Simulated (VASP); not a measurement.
Input:

```xyz
1
Lattice="-1.3642 1.3642 1.3642 1.3642 -1.3642 1.3642 1.3642 1.3642 -1.3642" Properties=species:S:1:pos:R:3 pbc="T T T"
Fe     0.0000     0.0000     0.0000
```
Starting moments (μB, in the order of the record's atoms Fe): 2.0.

Method: LDA (Ceperley-Alder, Perdew-Zunger), VASP's LDA PAW potentials (set 64) (plane waves; VASP 6.6.1). Numerical set-up: 500 eV cut-off, 19×19×19 Γ-centred mesh, first-order Methfessel-Paxton smearing of 0.10 eV, potentials Fe.

Question: The ions, cell shape and volume at an external pressure of 10.0 GPa are relaxed. What does this cell relax into?

Answer: 
```xyz
1
Lattice="-1.3564 1.3564 1.3564 1.3564 -1.3564 1.3564 1.3564 1.3564 -1.3564" Properties=species:S:1:pos:R:3 pbc="T T T"
Fe     0.0000     0.0000     0.0000
```
Space group Im-3m (229), at a tolerance of 0.03 Å. The cell ends with 1.85 μB, on the sites 1.82 μB.

Question: How do energy and volume change from the first to the last step?

Answer: The energy (σ→0) changes by +7.8 meV/atom and the volume by -1.7 %, in 3 ionic steps.

The compound is Fe in the bcc structure. This run relaxes it under an external pressure of 10 GPa. Symmetry was kept, so distortions that lower it aren't found.
